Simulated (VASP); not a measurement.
An input for Ansatz (written as the equivalent of a VASP run, and not itself run):

Ansatz 0.2 input:
```yaml
crystal:
  lattice:
    - [1.5777030, -2.7326618, 0.0000000]
    - [1.5777030, 2.7326618, 0.0000000]
    - [0.0000000, 0.0000000, 4.9898872]
  atoms:
    - { symbol: Hf, position: [0.3333330, 0.6666670, 0.2500000] }
    - { symbol: Hf, position: [0.6666670, 0.3333330, 0.7500000] }
kpoints:
  mp_grid: { grid: [13, 13, 7] }
hamiltonian:
  xc: pbe
  pseudopotentials: { kind: paw }
scf:
  occupations: { method: methfessel_paxton, width: 0.1 }
  max_iter: 100
relax:
  max_steps: 40
  f_tol: 0.02
  cell: { p_target: 5 }
output: { forces: true, stress: true, eigenvalues: true }
```

Q: Translate this input to VASP (INCAR, KPOINTS, POSCAR, choice of POTCAR).

A: Several could match; the one computed here: 
### POSCAR
```
Hf
1.0
  1.5777030464  -2.7326617956   0.0000000000
  1.5777030464   2.7326617956   0.0000000000
  0.0000000000   0.0000000000   4.9898872411
Hf
2
Cartesian
  1.5777030464   0.9108890870   1.2474718103
  1.5777030464  -0.9108890870   3.7424154308
```

File KPOINTS:
```
kpoints
0
G
  13 13 7
```

**INCAR**
```
! general
SYSTEM =Hf
PREC   =Accurate
ENCUT  =500   ! plane-wave cut-off (eV)
LREAL  =.False.
LASPH  =.True.

! electronic loop
EDIFF  =1E-6
NELM   =100   ! most electronic steps
ALGO   =Normal
LMAXMIX=6   ! l cut-off of mixed one-centre charges

! smearing
ISMEAR =1   ! Methfessel-Paxton
SIGMA  =0.1

! functional
GGA    =PE   ! PBE

! ions
IBRION =2
NSW    =40   ! most ionic steps
ISIF   =3   ! ions, shape and volume
EDIFFG =-0.02
PSTRESS=50

! output
LWAVE  =.False.
LCHARG =.False.
```

POTCAR, in this order: Hf_pv (PBE.64 set). Program: vasp_std.

Limits of the translation: each code has its own PAW files, so the cut-off isn't converted (ENCUT is set for VASP's; basis.ecutwfc is left out, and Ansatz then takes the one that its files recommend); Ansatz stops its SCF on the density residual and VASP on the energy change (EDIFF).

The compound is Hf in the hcp structure. It was relaxed first under an external pressure of 5 GPa.
